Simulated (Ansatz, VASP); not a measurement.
**TlPt: VASP beside Ansatz**

INCAR

```
  PREC = Accurate
  ENCUT = 520
  EDIFF = 1E-6
  ISMEAR = -1
  SIGMA = 0.05
  LREAL = F
  LASPH = T
  NELM = 80
  ALGO = Fast
  ISIF = 2
  LWAVE = F
  LCHARG = F
  GGA = PE
  NBANDS = 44
```

KPOINTS

```
regular mesh
0
Gamma
  6 6 6
```

The input POSCAR:

```
TlPt
1.0
    5.5292474706      0.0000000000      0.0000000000
   -2.7646237353      4.7884687734      0.0000000000
    0.0000000000      0.0000000000      4.5763031251
Tl Pt
3 3
Direct
    0.0000000000      0.5000000000      0.0000000000
    0.5000000000      0.5000000000      0.0000000000
    0.5000000000      0.0000000000      0.0000000000
    0.6666666667      0.3333333333      0.5000000000
    0.3333333333      0.6666666667      0.5000000000
    0.0000000000      0.0000000000      0.0000000000
```

File input.yaml:

```yaml
crystal:
  lattice:
    - [5.5292474706, 0.0, 0.0]
    - [-2.7646237353, 4.7884687734, 0.0]
    - [0.0, 0.0, 4.5763031251]
  atoms:
    - { symbol: Tl, position: [0.0, 0.5, 0.0] }
    - { symbol: Tl, position: [0.5, 0.5, 0.0] }
    - { symbol: Tl, position: [0.5, 0.0, 0.0] }
    - { symbol: Pt, position: [0.6666666667, 0.3333333333, 0.5] }
    - { symbol: Pt, position: [0.3333333333, 0.6666666667, 0.5] }
    - { symbol: Pt, position: [0.0, 0.0, 0.0] }
hamiltonian:
  xc: pbe
  pseudopotentials: { kind: paw }
kpoints:
  mp_grid: { grid: [6, 6, 6] }
scf:
  occupations: { method: fermi_dirac, width: 0.05 }
output:
  forces: true
  stress: true
  eigenvalues: true
```

Alike in both runs: task single point; functional PBE; k mesh 6 × 6 × 6; occupations fermi-dirac, width 0.05 eV; no spin polarisation.

|  | VASP | Ansatz |
| --- | --- | --- |
| version | VASP 6.6.1 | Ansatz 0.2.0 |
| potentials or method | VASP PAW PBE potentials, release 64 (Tl_d, Pt) | Ansatz PAW |
| plane-wave cutoff (eV) | 520 | 420 |
| valence electrons in the cell | 69 | 93 |

Ansatz gave:

* gap on the k mesh at the Fermi level (eV): none
* pressure (GPa): 19.9
* largest component of the traceless stress (GPa): 10.28

**Question.** Estimate VASP's values.

**Answer.** gap on the k mesh at the Fermi level (eV): none; pressure (GPa): 20.0; largest component of the traceless stress (GPa): 10.27.

A gap of «none» marks a metal or a gap that the smearing closes. The two sets of potentials don't hold the same shells in valence.

Caveats: so large a pressure means that the cell lies far from this level's equilibrium, or that cutoff or potentials fall short (VASP). Spin-orbit coupling is left out, which matters for the levels of Pt, Tl.
